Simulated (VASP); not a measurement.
Given:

```xyz
2
Lattice="0.0000 2.0478 2.0478 2.0478 0.0000 2.0478 2.0478 2.0478 0.0000" Properties=species:S:1:pos:R:3 pbc="T T T"
Li     0.0000     0.0000     0.0000
F      2.0478     2.0478     2.0478
```

Calculation: HSE06 screened hybrid, VASP's PBE PAW potentials (set 64) (plane waves; VASP). Settings: 520 eV cut-off, 8×8×8 Γ-centred mesh, Gaussian smearing of 0.050 eV, potentials Li_sv F.

Question: Predict the energy per atom (σ→0), pressure, band gap (on the k-mesh) with the smallest direct gap where there is one.

Answer: 
```yaml
band gap (on the k-mesh): 10.95 eV
smallest direct gap (on the k-mesh): 10.95 eV
energy per atom (σ→0): -5696 meV/atom
pressure: -4.24 GPa
```

Only differences to runs with the same potentials and settings are physical.

The compound is LiF in the rock salt structure. This cell is one point of a volume scan, at 1.03 of the reference volume. The cell's shape comes from a PBE relaxation.
